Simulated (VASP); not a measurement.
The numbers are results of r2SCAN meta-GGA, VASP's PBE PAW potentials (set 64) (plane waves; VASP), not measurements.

VASP ran on this input.

**KPOINTS_OPT**
```
k-points along high-symmetry lines
6
Line-mode
Reciprocal
  0.000000   0.000000   0.000000 ! GAMMA
  0.500000   0.000000   0.000000 ! M

  0.500000   0.000000   0.000000 ! M
  0.333333   0.333333   0.000000 ! K

  0.333333   0.333333   0.000000 ! K
  0.000000   0.000000   0.000000 ! GAMMA

  0.000000   0.000000   0.000000 ! GAMMA
  0.000000   0.000000   0.500000 ! A

  0.000000   0.000000   0.500000 ! A
  0.500000   0.000000   0.500000 ! L

  0.500000   0.000000   0.500000 ! L
  0.333333   0.333333   0.500000 ! H

  0.333333   0.333333   0.500000 ! H
  0.000000   0.000000   0.500000 ! A

  0.500000   0.000000   0.500000 ! L
  0.500000   0.000000   0.000000 ! M

  0.333333   0.333333   0.500000 ! H
  0.333333   0.333333   0.000000 ! K
```

**INCAR**
```
SYSTEM = Ce
PREC = Accurate
ENCUT = 400
EDIFF = 1E-7
NELM = 100
ALGO = Normal
LREAL = .FALSE.
LASPH = .TRUE.
ISMEAR = -5
METAGGA = R2SCAN
LMIXTAU = .TRUE.
LMAXMIX = 6
LWAVE = .FALSE.
LCHARG = .FALSE.
LORBIT = 11
NEDOS = 601
ISIF = 2
```

POSCAR:
```
Ce
1
    3.0231088619    -0.0000000000    -0.0000000000
   -1.5115544309     2.6180894234    -0.0000000000
    0.0000000000     0.0000000000     6.1910088692
Ce
2
Direct
  0.3333330000   0.6666670000   0.2500000000
  0.6666670000   0.3333330000   0.7500000000
```

KPOINTS:
```
Automatic mesh
0
Gamma
15 15 7
```

POTCAR, in this order: Ce (PBE.64 set). Program: vasp_std.

Problem. Estimate the energy per atom (σ→0), band gap (over mesh and band path).

Solution. 
| Property | Value |
|---|---|
| energy per atom (σ→0) | -30.711 eV/atom |
| band gap (over mesh and band path) | none (metal, semimetal or under 0.01 eV) |

OSZICAR:
```
...
DAV:  22    -0.614219894495E+02   -0.19779E-05   -0.16230E-06  5840   0.121E-02    0.449E-03
DAV:  23    -0.614219936880E+02   -0.42385E-05   -0.34394E-07  4440   0.612E-03    0.300E-03
DAV:  24    -0.614219964893E+02   -0.28013E-05   -0.58074E-07  4344   0.752E-03    0.115E-03
DAV:  25    -0.614219971260E+02   -0.63674E-06   -0.69569E-08  4264   0.416E-03    0.791E-04
DAV:  26    -0.614219978890E+02   -0.76299E-06   -0.58323E-08  4200   0.336E-03    0.299E-04
DAV:  27    -0.614219978422E+02    0.46862E-07   -0.24238E-08  4176   0.279E-03
   1 F= -.61421998E+02 E0= -.61421998E+02  d E =0.000000E+00
       N       E                     dE             ncg
```

The structure was generated: Ce was put into the hcp type (P6_3/mmc), which need not be its known phase. It was relaxed first, which changed the volume by -29 %. The run is not spin-polarised, so no magnetic state was tried.
